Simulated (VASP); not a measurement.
OSZICAR of a VASP run on Cl (space group Cmce):

### OSZICAR
```
       N       E                     dE             d eps       ncg     rms          rms(c)
DAV:   1     0.159624682839E+03    0.15962E+03   -0.11041E+04   936   0.109E+03
DAV:   2    -0.202119584378E+02   -0.17984E+03   -0.17698E+03  1352   0.231E+02
DAV:   3    -0.324189478487E+02   -0.12207E+02   -0.12176E+02  1174   0.728E+01
DAV:   4    -0.325582723231E+02   -0.13932E+00   -0.13924E+00  1150   0.904E+00
DAV:   5    -0.325603972189E+02   -0.21249E-02   -0.21246E-02  1128   0.110E+00    0.168E+01
DAV:   6    -0.285560636485E+02    0.40043E+01   -0.74824E-01   988   0.859E+00    0.113E+01
DAV:   7    -0.196916630902E+02    0.88644E+01   -0.53355E+00   970   0.150E+01    0.451E+00
DAV:   8    -0.232148412424E+02   -0.35232E+01   -0.98261E-01   968   0.750E+00    0.165E+00
DAV:   9    -0.255031448117E+02   -0.22883E+01   -0.15725E+00   962   0.803E+00    0.104E+00
DAV:  10    -0.245524775899E+02    0.95067E+00   -0.48068E-01  1056   0.573E+00    0.562E-01
DAV:  11    -0.245493953369E+02    0.30823E-02   -0.48193E-03  1170   0.552E-01    0.391E-01
DAV:  12    -0.245930378964E+02   -0.43643E-01   -0.25518E-02   944   0.189E+00    0.271E-01
DAV:  13    -0.245891413020E+02    0.38966E-02   -0.49031E-03   948   0.775E-01    0.172E-01
DAV:  14    -0.245945269848E+02   -0.53857E-02   -0.38870E-03   952   0.617E-01    0.850E-02
DAV:  15    -0.245953508096E+02   -0.82382E-03   -0.11840E-04  1030   0.115E-01    0.702E-02
DAV:  16    -0.245956412709E+02   -0.29046E-03   -0.28507E-04   946   0.192E-01    0.445E-02
DAV:  17    -0.245956364021E+02    0.48688E-05   -0.23221E-05  1024   0.481E-02    0.240E-02
DAV:  18    -0.245956780967E+02   -0.41695E-04   -0.46104E-06   970   0.234E-02    0.161E-02
DAV:  19    -0.245956906221E+02   -0.12525E-04   -0.43622E-06   960   0.198E-02    0.638E-03
DAV:  20    -0.245957169107E+02   -0.26289E-04   -0.89295E-06   946   0.326E-02    0.302E-03
DAV:  21    -0.245957171522E+02   -0.24151E-06   -0.90595E-07   590   0.845E-03
   1 F= -.24595717E+02 E0= -.24595717E+02  d E =-.245957E+02
       N       E                     dE             d eps       ncg     rms          rms(c)
DAV:   1    -0.245960907740E+02   -0.37386E-03   -0.14715E-02   948   0.790E-01    0.152E-01
DAV:   2    -0.245958487574E+02    0.24202E-03   -0.62054E-04   990   0.174E-01    0.642E-02
DAV:   3    -0.245957967804E+02    0.51977E-04   -0.20195E-04   976   0.859E-02    0.272E-02
DAV:   4    -0.245958066036E+02   -0.98232E-05   -0.41626E-05   944   0.621E-02    0.127E-02
DAV:   5    -0.245958079329E+02   -0.13293E-05   -0.35645E-05   944   0.612E-02    0.420E-03
DAV:   6    -0.245958193699E+02   -0.11437E-04   -0.13394E-05   944   0.371E-02    0.174E-03
DAV:   7    -0.245958196461E+02   -0.27614E-06   -0.11080E-06   548   0.109E-02
   2 F= -.24595820E+02 E0= -.24595820E+02  d E =-.102494E-03
       N       E                     dE             d eps       ncg     rms          rms(c)
DAV:   1    -0.245958369121E+02   -0.17542E-04   -0.63278E-04   958   0.164E-01    0.316E-02
DAV:   2    -0.245958262019E+02    0.10710E-04   -0.26652E-05   986   0.363E-02    0.133E-02
DAV:   3    -0.245958239543E+02    0.22476E-05   -0.90819E-06   980   0.188E-02    0.565E-03
DAV:   4    -0.245958248237E+02   -0.86938E-06   -0.23908E-06   560   0.159E-02
   3 F= -.24595825E+02 E0= -.24595825E+02  d E =-.107671E-03
       N       E                     dE             d eps       ncg     rms          rms(c)
DAV:   1    -0.245959127092E+02   -0.88755E-04   -0.28715E-03   940   0.331E-01    0.443E-02
DAV:   2    -0.245958853205E+02    0.27389E-04   -0.12667E-04  1078   0.835E-02    0.176E-02
DAV:   3    -0.245958783748E+02    0.69456E-05   -0.24408E-05   952   0.357E-02    0.999E-03
DAV:   4    -0.245958762216E+02    0.21532E-05   -0.12973E-05   948   0.353E-02    0.551E-03
DAV:   5    -0.245958815054E+02   -0.52838E-05   -0.71628E-06   944   0.275E-02    0.318E-03
DAV:   6    -0.245958824432E+02   -0.93779E-06   -0.10815E-06   536   0.107E-02
   4 F= -.24595882E+02 E0= -.24595882E+02  d E =-.576195E-04
       N       E                     dE             d eps       ncg     rms          rms(c)
DAV:   1    -0.245962747490E+02   -0.39324E-03   -0.26111E-02   936   0.994E-01    0.135E-01
DAV:   2    -0.245960668210E+02    0.20793E-03   -0.11737E-03  1068   0.250E-01    0.529E-02
DAV:   3    -0.245959999706E+02    0.66850E-04   -0.18475E-04   972   0.911E-02    0.298E-02
DAV:   4    -0.245959909495E+02    0.90211E-05   -0.72264E-05  1000   0.784E-02    0.158E-02
DAV:   5    -0.245960061817E+02   -0.15232E-04   -0.56565E-05   938   0.773E-02    0.864E-03
DAV:   6    -0.245960207619E+02   -0.14580E-04   -0.16189E-05   940   0.407E-02    0.163E-03
DAV:   7    -0.245960214507E+02   -0.68886E-06   -0.16183E-06   560   0.133E-02
   5 F= -.24596021E+02 E0= -.24596021E+02  d E =-.196627E-03
       N       E                     dE             d eps       ncg     rms          rms(c)
DAV:   1    -0.245971696986E+02   -0.11489E-02   -0.10464E-01   936   0.199E+00    0.269E-01
DAV:   2    -0.245963503927E+02    0.81931E-03   -0.47264E-03  1068   0.503E-01    0.106E-01
DAV:   3    -0.245960848037E+02    0.26559E-03   -0.74043E-04   960   0.183E-01    0.596E-02
DAV:   4    -0.245960437089E+02    0.41095E-04   -0.29369E-04  1008   0.159E-01    0.318E-02
DAV:   5    -0.245961113605E+02   -0.67652E-04   -0.21516E-04   938   0.151E-01    0.170E-02
DAV:   6    -0.245961571023E+02   -0.45742E-04   -0.58657E-05   940   0.770E-02    0.332E-03
DAV:   7    -0.245961594149E+02   -0.23126E-05   -0.68491E-06   972   0.267E-02    0.187E-03
DAV:   8    -0.245961611176E+02   -0.17027E-05   -0.14896E-06   536   0.133E-02    0.104E-03
DAV:   9    -0.245961616758E+02   -0.55822E-06   -0.39188E-07   538   0.600E-03
   6 F= -.24596162E+02 E0= -.24596162E+02  d E =-.336852E-03
```

Task: Which electronic solver shows in the log?

Result: It is blocked Davidson (ALGO = Normal, or the opening steps of other solvers). The INCAR had ALGO = Normal.

Task: Can the final energy be trusted as converged?

Result: The calculation finished and met its thresholds. It stopped with EDIFF = 1E-6, NELM = 100, NSW = 60 and EDIFFG = -0.02 after 6 ionic steps (r2SCAN meta-GGA, plane waves, VASP's PBE PAW potentials (set 64)).

The structure comes from a computed database's Cl entry (Cmce); how it stands against other phases isn't given here. This run relaxes it. Symmetry was kept, so distortions that lower it aren't found. The start is the result of an earlier pass.
